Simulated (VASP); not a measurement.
Consider the following.

```xyz
1
Lattice="0.0000 2.0405 2.0405 2.0405 0.0000 2.0405 2.0405 2.0405 0.0000" Properties=species:S:1:pos:R:3 pbc="T T T"
Au     0.0000     0.0000     0.0000
```

Method: PBEsol GGA, VASP's PBE PAW potentials (set 64) (plane waves; VASP). Settings: 400 eV cut-off, Gaussian smearing of 0.050 eV, potentials Au.

Task: Give the energies of bands 1 to 7 at the high-symmetry points, in eV from the Fermi level.

Result: 
| band | Γ | X | U | L | W |
|---|---|---|---|---|---|
| 1 | -9.99 | -7.14 | -6.52 | -7.40 | -6.03 |
| 2 | -4.73 | -6.82 | -5.90 | -4.77 | -5.22 |
| 3 | -4.73 | -2.03 | -3.89 | -4.77 | -5.22 |
| 4 | -4.73 | -1.66 | -2.91 | -1.99 | -3.36 |
| 5 | -3.20 | -1.66 | -2.12 | -1.99 | -1.66 |
| 6 | -3.20 | 0.91 | 3.78 | -1.08 | 4.66 |
| 7 | 14.46 | 5.73 | 4.60 | 3.03 | 6.23 |

It has no gap at this level: it comes out as a metal or semimetal.

The compound is Au in the fcc structure. It was relaxed first.
